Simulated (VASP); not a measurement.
Method: PBE GGA, VASP's PBE PAW potentials (set 64) (plane waves; VASP).

Input for VASP

### POSCAR
```
SnTe
1
    0.0000000000     3.1600000000     3.1600000000
    3.1600000000     0.0000000000     3.1600000000
    3.1600000000     3.1600000000     0.0000000000
Sn Te
1 1
Direct
  0.0000000000   0.0000000000   0.0000000000
  0.5000000000   0.5000000000   0.5000000000
```

File KPOINTS:
```
Automatic mesh
0
Gamma
6 6 6
0 0 0
```

### INCAR
```
! general
SYSTEM   =  SnTe
PREC     =  Accurate
ENCUT    =  400
LREAL    =  .FALSE.
LASPH    =  .TRUE.

! electronic loop
EDIFF    =  1E-6
NELM     =  100
ALGO     =  Normal
LMAXMIX  =  4

! smearing
ISMEAR   =  0
SIGMA    =  0.05

! functional
GGA      =  PE

! ions
ISIF     =  2

! output
LWAVE    =  .FALSE.
LCHARG   =  .FALSE.
```

POTCAR, in this order: Sn_d Te (PBE.64 set). Program: vasp_std.

Problem. What will the output report for the number of irreducible k-points (NKPTS), number of bands (NBANDS), largest plane-wave count, number of space-group operations, FFT grid (NGX, NGY, NGZ)?

Solution. 
| Item | Value |
|---|---|
| number of irreducible k-points (NKPTS) | 16 |
| number of bands (NBANDS) | 14 |
| largest plane-wave count | 1167 |
| number of space-group operations | 48 |
| FFT grid (NGX, NGY, NGZ) | 30 × 30 × 30 |

The compound is SnTe in the rock salt structure, which distorts at low temperature. The cell was not relaxed at this level.
